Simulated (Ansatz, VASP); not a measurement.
## AlGa2As3 in two plane-wave programs

Wanted: the spread between two codes on one cell, functional and k mesh. The cell is generated by rule, not measured, and may not be a known phase. The cell is taken from a series of runs on this material, whose earlier steps may have relaxed, scaled, displaced or heated it; both programs get it as it stands.

Method: plane waves, with VASP 6.6.1 beside it; relaxation of cell and atoms at LDA, in Ansatz 0.2.0.

The structure was built from a prototype and need not be the compound's stable phase.

### 1. The starting structure

The structure is tetragonal, space group I-4m2 (No. 119). Conventional cell: a = 3.974 Å, b = 3.974 Å, c = 16.794 Å, α = 90.00°, β = 90.00°, γ = 90.00°. Nearest to Al lie 4 As at 2.43 Å. Nearest to As lie 2 Ga at 2.43 Å and 2 Al at 2.43 Å. As has 4 Ga at 2.43 Å nearest. Nearest to Ga lie 4 As at 2.43 Å. Farther neighbours are not listed.

### 2. Ansatz: relaxation of cell and atoms, LDA

Ansatz runs on its default PAW (the set named soft_2) files.

The relaxed volume is the usual yardstick between codes: in a stiff, nearly cubic crystal its relative difference is about their pressure difference at one cell divided by the bulk modulus.

Contents of input.yaml:

```yaml
crystal:
  lattice:
    - [2.8096952289, 2.8096952289, 0.0]
    - [-2.8096952289, 2.8096952289, 0.0]
    - [2.8096952289, 0.0, 8.396944025]
  atoms:
    - { symbol: Al, position: [0.0, 0.0, 0.0] }
    - { symbol: As, position: [0.4164563699, 0.0835436301, 0.1670872603] }
    - { symbol: As, position: [0.75, 0.75, 0.5] }
    - { symbol: As, position: [0.0835436301, 0.4164563699, 0.8329127397] }
    - { symbol: Ga, position: [0.3330768261, 0.6669231739, 0.3338463478] }
    - { symbol: Ga, position: [0.6669231739, 0.3330768261, 0.6661536522] }
kpoints:
  mp_grid: { grid: [8, 8, 8] }
hamiltonian:
  xc: lda
scf:
  occupations: { method: fixed }
output:
  forces: true
  stress: true
  eigenvalues: true
  write_density: true
  write_potential: true
  elf: true
  volumetric_format: npy
relax:
  adjacent_minimum: "off"
  f_tol: 0.001
  max_steps: 60
  cell: { stress_tol: 0.01 }
```

The run is started by

```console
ansatz run input.yaml --threads 4 --pin off --max-ram 14336MiB --backend cpu --events-out ev --progress --plain --runs-dir out
```

Numbers of over 12 decimals in the logs are rounded to 6 here.

Log:

```text
Engine: ansatz 0.2.0, aarch64-unknown-linux-gnu
Pseudopotentials: kind: paw
Pseudopotential: Al, paw, valence charge 3, recommended cutoff 420 eV (normal), Al.paw.azcp
Pseudopotential: As, paw, valence charge 15, recommended cutoff 420 eV (normal), As.paw.azcp
Pseudopotential: Ga, paw, valence charge 13, recommended cutoff 420 eV (normal), Ga.paw.azcp
Functional definition: SPW92
  exchange = slater_x
  correlation = pw_c
Crystal: 6 atoms, lattice volume = 132.577 Å³
Basis set: ecut = 420 eV, 2609 PW (Γ)
Bands: 45, of which v1, the nominal top of the filled ones, is band 37 counted from 1 (36 counted from 0)
Symmetry: 8 space group operations
Space group: I-4m2 (ITA 119), of the structure as read, at distance tolerance 5.1e-5 Å
k-points: 59 of 512 (time reversal used)
Non-local potential: Al, projectors of the file, l = 0: 2, l = 1: 2, l = 2: 1
Non-local potential: As, projectors of the file, l = 0: 2, l = 1: 2, l = 2: 3, l = 3: 1
Non-local potential: Ga, projectors of the file, l = 0: 2, l = 1: 2, l = 2: 3, l = 3: 1
PAW form: soft (Blöchl's): semilocal exchange-correlation on the pseudo side does not see the compensation charge
PAW frozen core: Al, regenerated for the run's functional, and the local potential with it (the file was generated under x = pbe(κ = 0.804, μ = 0.219515), c = pbe(β = 0.066725))
PAW frozen core: As, regenerated for the run's functional, and the local potential with it (the file was generated under x = pbe(κ = 0.804, μ = 0.219515), c = pbe(β = 0.066725))
PAW frozen core: Ga, regenerated for the run's functional, and the local potential with it (the file was generated under x = pbe(κ = 0.804, μ = 0.219515), c = pbe(β = 0.066725))
PAW one-centre angular grid: Al, 110 points (default); XC on 64 Gauss nodes
PAW one-centre angular grid: As, 590 points (default); XC on 64 Gauss nodes
PAW one-centre angular grid: Ga, 590 points (default); XC on 64 Gauss nodes
Initial density: superposition of atomic densities (neutral atoms: chi_scale 0, normalization atom), corrected by the library's trained network
Initial wavefunctions: pseudopotential atomic-orbital guess
Functional: x = slater, c = lda
SCF iter   1: F=—  HF=-22250.072540 eV  |F-HF|=—  |Δ(HF+E_count)|=         —  Δρ=4.79e-3  dr2=2.28e-2  ethr=1.77e-3  ⟨swp⟩=4.9  Hψ=8506  notcnv=0  defer=324
preconditioner: auto → Resta (q_TF=auto, 2.476 Å⁻¹)  ε∞=3.5  [insulator: Δε(μ)=0.869 eV  Ē_g=13.490 eV  n_scr=42 (ndim 8)  ℏωp=21.4 eV  f_vac=0.047  ε∞_Penn≈3.5]
SCF iter   2: F=—  HF=-22250.063954 eV  |F-HF|=—  |Δ(HF+E_count)|=   8.59e-3  Δρ=2.71e-3  dr2=5.34e-3  ethr=3.08e-5  ⟨swp⟩=2.5  Hψ=4356  notcnv=0  defer=354
SCF iter   3: F=—  HF=-22250.063296 eV  |F-HF|=—  |Δ(HF+E_count)|=   6.58e-4  Δρ=6.03e-4  dr2=5.27e-4  ethr=7.22e-6  ⟨swp⟩=2.0  Hψ=3930  notcnv=0  defer=354
SCF iter   4: F=—  HF=-22250.063197 eV  |F-HF|=—  |Δ(HF+E_count)|=   9.91e-5  Δρ=2.36e-4  dr2=7.17e-5  ethr=7.12e-7  ⟨swp⟩=2.0  Hψ=3930  notcnv=0  defer=351
SCF iter   5: F=—  HF=-22250.063159 eV  |F-HF|=—  |Δ(HF+E_count)|=   3.81e-5  Δρ=9.46e-5  dr2=1.07e-5  ethr=9.69e-8  ⟨swp⟩=2.0  Hψ=3679  notcnv=0  defer=170
SCF iter   6: F=—  HF=-22250.063162 eV  |F-HF|=—  |Δ(HF+E_count)|=   2.70e-6  Δρ=1.77e-5  dr2=4.95e-7  ethr=1.45e-8  ⟨swp⟩=2.0  Hψ=3766  notcnv=0  defer=170
SCF iter   7: F=-22250.063162 eV  HF=-22250.063162 eV  |F-HF|=3.74e-8  |Δ(HF+E_count)|=   1.73e-7  Δρ=5.99e-6  dr2=5.07e-8  ethr=1.35e-10  ⟨swp⟩=14.4  Hψ=24496  notcnv=0
SCF 1 converged in 7 iterations: F = -22250.063162 eV  dr2 = 5.07e-8
  Residual-converged pass: ⟨swp⟩=1.0  Hψ=2893  notcnv=0  max |occ|·‖R‖ = 7.0e-9 eV (tolerance 1.0e-8 eV)  dr2=5.07e-8  dr2_onsite=4.92e-8  max |Δocc| = 0.0e0
  greatest PAW one-centre occupation: 0.999 electrons in one spin orbital (limit 2), on the As atom at site 2 (counted from 0), in its partial waves of l = 2
relax step   1: F+E_penalty+E_count = -22250.06316165 eV  Δ(F+E_penalty+E_count) = +0.000e0 eV  max|allowed force component| = 4.381e-3 eV/Å  Δτ_max = 0.0000 Å  P = +0.011 GPa  Ω = 132.577 Å³  (7 SCF iters, dr2 threshold 1.00e-7 eV, accepted)
[...]
relax step   2: F+E_penalty+E_count = -22250.06325990 eV  Δ(F+E_penalty+E_count) = -9.825e-5 eV  max|allowed force component| = 1.924e-3 eV/Å  Δτ_max = 0.0006 Å  P = +0.001 GPa  Ω = 132.596 Å³  energy of the carried Pulay correction = -3.693e-6 eV  (4 SCF iters, dr2 threshold 2.95e-8 eV, accepted)
[...]
relax step   3: F+E_penalty+E_count = -22250.06326158 eV  Δ(F+E_penalty+E_count) = -1.682e-6 eV  max|allowed force component| = 2.315e-4 eV/Å  Δτ_max = 0.0001 Å  P = -0.000 GPa  Ω = 132.598 Å³  energy of the carried Pulay correction = -4.004e-6 eV  (4 SCF iters, dr2 threshold 3.83e-10 eV, accepted)
[...]
relax step   4: F+E_penalty+E_count = -22250.06326708 eV  Δ(F+E_penalty+E_count) = -5.495e-6 eV  max|allowed force component| = 2.300e-4 eV/Å  Δτ_max = 0.0000 Å  P = -0.000 GPa  Ω = 132.598 Å³  stress off target by 3.94e-4 GPa  SCF on the basis re-selected at this cell (its energy is not comparable with the rows above)  (7 SCF iters)
basis re-selected at this cell: Δ(F+E_penalty+E_count) = -5.495e-6 eV, ΔP = +0.000 GPa vs the last step (what re-selecting the basis moved, of the pressure what is left beyond the Pulay correction that the steps carried, after the strain that the cell walked since its last selection, with what the two solves' SCF thresholds leave and, on support functions, any second-order correction that the steps lacked; it is no m [...]
SCF converged after 7 iterations
Free energy (F): -22250.063267 eV
Harris-Foulkes:  -22250.063267 eV  (|F-HF|=0.00e0)
Internal energy: -22250.063267 eV  (E = F + TS)
E sigma→0 (E₀):  -22250.063267 eV
Fermi energy:    7.580661 eV
--- Per-component energies (eV) ---
  E_band       = -910.170208
  E_kinetic    = 569.649428
  E_local      = -10462.200517  (includes V_loc(G=0)·N_el)
  E_nonlocal   = -1130.991721
  E_hartree    = 5326.559484
  E_xc         = -415.181201
  E_vxc        = -387.047333  (∫ρ·V_xc dr)
  E_paw        = -9531.055381  (= ΣΔE_a)
  E_vpaw       = -152.698853  (= ΣTr[D̂ρ^β])
  E_aug_tail   = -0.000208  (compensation charges beyond the density's cutoff)
  E_ewald      = -6616.581519
  E_core_change = 9.738367  (= ΣΔE_core)
  E_smearing   = -0.000000  (= −TS)
  E_closure    = -0.000000  (closes the sum)
  Σ components = -22250.063267   (vs F -22250.063267, Δ=0.00e0)
--- Forces (eV/Å), atoms counted from 1 ---
  atom   1  Al     0.00000000     0.00000000     0.00000000
  atom   2  As    -0.00000000     0.00000000    -0.00002039
  atom   3  As    -0.00000000    -0.00000000     0.00000000
  atom   4  As    -0.00000000     0.00000000     0.00002039
  atom   5  Ga     0.00000000    -0.00000000    -0.00022997
  atom   6  Ga     0.00000000    -0.00000000     0.00022997
  max |Σ_I F_I| component: 1.60e-16 eV/Å
--- Stress (GPa, compression-positive) ---
       -0.000333      -0.000000      -0.000000
       -0.000000      -0.000333       0.000000
       -0.000000       0.000000       0.000394
  P = ⅓ Tr σ = -0.0001 GPa (-0.001 kbar)
--- Band table (eV; the first three rows and the last of 59) ---
  k-point 0: bands = [... 33 lower, 5.4970, 7.5617, 7.5807, 7.5807, 8.4696, 9.0617, 9.3982, 10.2226, ... 4 higher]
  k-point 1: bands = [... 33 lower, 5.6787, 7.1588, 7.4957, 7.4957, 8.8432, 9.0016, 9.5143, 9.9527, ... 4 higher]
  k-point 2: bands = [... 33 lower, 5.9527, 6.4986, 7.2710, 7.2710, 8.9253, 9.3460, 9.5723, 10.0141, ... 4 higher]
  k-point 58: bands = [... 33 lower, 4.7335, 4.7397, 4.7563, 4.8234, 9.3479, 9.4950, 9.6235, 10.1567, ... 4 higher]
--- Relaxed structure (3 steps of the walk, 3 accepted, 1 SCFs on fresh bases) ---
  F+E_penalty+E_count = -22250.06326708 eV   max|allowed force component| = 2.300e-4 eV/Å   (the final SCF, on the basis selected at the relaxed cell)
  cell:  # Å, volume = 132.5976 Å³
    - [2.807564, 2.807564, 0]
    - [-2.807564, 2.807564, 0]
    - [2.807564, 0, 8.410975]
  atoms:
    - { symbol: Al, position: [0, 0, 0] }
    - { symbol: As, position: [0.416412, 0.083588, 0.167177] }
    - { symbol: As, position: [0.75, 0.750000, 0.5] }
    - { symbol: As, position: [0.083588, 0.416412, 0.832823] }
    - { symbol: Ga, position: [0.333044, 0.666956, 0.333912] }
    - { symbol: Ga, position: [0.666956, 0.333044, 0.666088] }
```

### 3. VASP: relaxation of cell and atoms, LDA

The same cell, functional (in two slightly different forms) and mesh now go to VASP, with its own data sets.

Lines of VASP's logs that name or quote its potential files are left out, and so is its time.

Contents of INCAR:

```
SYSTEM = AlGa2As3
PREC = Accurate
ENCUT = 500
EDIFF = 1E-07
NELM = 120
ISMEAR = 0
SIGMA = 0.01
LREAL = .FALSE.
ALGO = Normal
GGA = PW92
NBANDS = 28
LORBIT = 11
LWAVE = .FALSE.
LCHARG = .FALSE.
ISIF = 3
IBRION = 2
NSW = 80
EDIFFG = -0.005
LASPH = .TRUE.
GGA_COMPAT = .FALSE.
NELMIN = 4
EFERMI = MIDGAP
KPAR = 2
```

Contents of POSCAR:

```
AlGa2As3
1.0
    2.8096950000      2.8096950000      0.0000000000
   -2.8096950000      2.8096950000      0.0000000000
    2.8096950000      0.0000000000      8.3969440000
Al As Ga
1 3 2
Direct
    0.0000000000      0.0000000000      0.0000000000
    0.4164563917      0.0835436082      0.1670872165
    0.7500000000      0.7500000000      0.5000000000
    0.0835436083      0.4164563918      0.8329127835
    0.3330768313      0.6669231687      0.3338463374
    0.6669231687      0.3330768313      0.6661536626
```

Contents of KPOINTS:

```
Automatic mesh
0
Gamma
8 8 8
0 0 0
```

PAW data sets: Al, As and Ga_d (LDA family, release 64).

The run is started by

```console
mpirun -np 2 vasp_std
```

Log:

```text
[banner, memory and clock lines left out]
running    2 mpi-ranks, on    1 nodes
 distrk:  each k-point on    1 cores,    2 groups
 distr:  one band on    1 cores,    1 groups

 POSCAR found type information on POSCAR AlAsGa
 POSCAR found :  3 types and       6 ions
|                                                                             |
|               ----> ADVICE to this user running VASP <----                  |
|                                                                             |
|     You enforced a specific xc type in the INCAR file but a different       |
|     [... a line on the potential file left out ...]
|     I HOPE YOU KNOW WHAT YOU ARE DOING!                                     |
|                                                                             |

 LDA part: xc-table for (Slater(with rela. corr.)+PW92), standard interpolation
 POSCAR, INCAR and KPOINTS ok, starting setup
 FFT: planning ... GRIDC
 FFT: planning ... GRID_SOFT
 FFT: planning ... GRID
 WAVECAR not read
 entering main loop
       N       E                     dE             d eps       ncg     rms          rms(c)
DAV:   1     0.307329512793E+03    0.30733E+03   -0.19330E+04  3344   0.187E+03
DAV:   2     0.104052613789E+02   -0.29692E+03   -0.28776E+03  3676   0.449E+02
DAV:   3    -0.287019752966E+02   -0.39107E+02   -0.37528E+02  3856   0.130E+02
DAV:   4    -0.305196388345E+02   -0.18177E+01   -0.18093E+01  4212   0.281E+01
DAV:   5    -0.305612363661E+02   -0.41598E-01   -0.41564E-01  4380   0.414E+00    0.553E+00
DAV:   6    -0.299075630327E+02    0.65367E+00   -0.99326E-01  4764   0.122E+01    0.312E+00
DAV:   7    -0.297680931208E+02    0.13947E+00   -0.58994E-01  3876   0.357E+00    0.909E-01
DAV:   8    -0.297601296390E+02    0.79635E-02   -0.72642E-02  4204   0.322E+00    0.237E-01
DAV:   9    -0.297597424282E+02    0.38721E-03   -0.74301E-03  4968   0.131E+00    0.800E-02
DAV:  10    -0.297597433244E+02   -0.89623E-06   -0.63167E-04  3780   0.214E-01    0.329E-02
DAV:  11    -0.297597655797E+02   -0.22255E-04   -0.84424E-05  4560   0.505E-02    0.150E-02
DAV:  12    -0.297597651808E+02    0.39890E-06   -0.79489E-06  3924   0.176E-02    0.880E-03
DAV:  13    -0.297597653684E+02   -0.18752E-06   -0.13201E-06  4816   0.136E-02    0.202E-03
DAV:  14    -0.297597652759E+02    0.92455E-07   -0.23461E-07  2800   0.541E-03
   1 F= -.29759765E+02 E0= -.29759765E+02  d E =-.297598E+02
[...]
2 F= -.29760209E+02 E0= -.29760209E+02  d E =-.443300E-03
[...]
3 F= -.29760306E+02 E0= -.29760306E+02  d E =-.540398E-03
[...]
4 F= -.29760303E+02 E0= -.29760303E+02  d E =-.537944E-03
[...]
5 F= -.29760305E+02 E0= -.29760305E+02  d E =-.539889E-03
[...]
6 F= -.29760343E+02 E0= -.29760343E+02  d E =-.373654E-04
 trial-energy change:   -0.000037  1 .order   -0.000037   -0.000046   -0.000028
 step:   2.3270(harm=  2.3270)  dis= 0.00051  next Energy=   -29.760362 (dE=-0.572E-04)
 bond charge predicted
       N       E                     dE             d eps       ncg     rms          rms(c)
DAV:   1    -0.297604897459E+02   -0.14719E-03   -0.40274E-03  3656   0.417E-01    0.762E-02
DAV:   2    -0.297604101766E+02    0.79569E-04   -0.20126E-04  4040   0.166E-01    0.455E-02
DAV:   3    -0.297603629663E+02    0.47210E-04   -0.60455E-05  4912   0.889E-02    0.410E-03
DAV:   4    -0.297603642731E+02   -0.13068E-05   -0.20538E-05  3616   0.353E-02    0.222E-03
DAV:   5    -0.297603642256E+02    0.47558E-07   -0.94646E-07  4676   0.781E-03
   7 F= -.29760364E+02 E0= -.29760364E+02  d E =-.590608E-04
 curvature:  -1.22 expect dE=-0.392E-05 dE for cont linesearch -0.522E-08
 trial: gam=-0.01077 g(F)=  0.292E-06 g(S)=  0.291E-05 ort = 0.470E-06 (trialstep = 0.122E+01)
 search vector abs. value=  0.320E-05
 reached required accuracy - stopping structural energy minimisation
```

(Part 1 of 2 ends here.)

[Lines on the potential files, build, host, timing and source positions are cut from VASP's logs without a mark.]

[Logs are printed without paths, hosts, clocks, repeated set-up lines and the standing remarks that a program may print on its own settings, such as how far it seeks lower states.]

[Hosts, paths, dates, database ids (printed as entryN), source tags and the programs' standing remarks are cut or masked in the printed files.]
